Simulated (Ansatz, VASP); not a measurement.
Two plane-wave programs on As2Se

```
As Se
1.0
    -1.87799    1.87799    4.60695
     1.87799   -1.87799    4.60695
     1.87799    1.87799   -4.60695
As Se
2 1
Direct
  0.66500 0.66500 0.00000
  0.33500 0.33500 0.00000
  0.00000 0.00000 0.00000
```

Alike in both runs: task relaxation of cell and atoms; functional PBE; k mesh 6 × 6 × 6; occupations gaussian, width 0.1 eV; no spin polarisation.

|  | VASP | Ansatz |
| --- | --- | --- |
| version | VASP 6.6.1 | Ansatz 0.2.0 |
| potentials or method | VASP PAW PBE potentials, release 64 (As, Se) | scalar-relativistic, plane waves, PAW |
| plane-wave cutoff (eV) | 600 | 420 |
| valence electrons in the cell | 16 | 46 |

|  | VASP | Ansatz | Ansatz less VASP |
| --- | --- | --- | --- |
| gap on the k mesh at the Fermi level, each at its own relaxed structure (eV) | none | none | - |
| relaxed volume (Å³/atom) | 19.97 | 22.31 | +2.331 |
| relaxed cell length with the largest relative difference (Å) | 5.150 | 5.369 | +0.2194 |
| energy change over the relaxation (meV/atom) | -31 | -160 | -129.3 |

A gap of «none» marks a metal or a gap that the smearing closes. One of these differences is far larger than is usual between the two programs; its cause wasn't traced. The two sets of potentials don't hold the same shells in valence.

Caveats: the k mesh is coarse (spacing up to 0.39 Å⁻¹), so the values aren't converged.
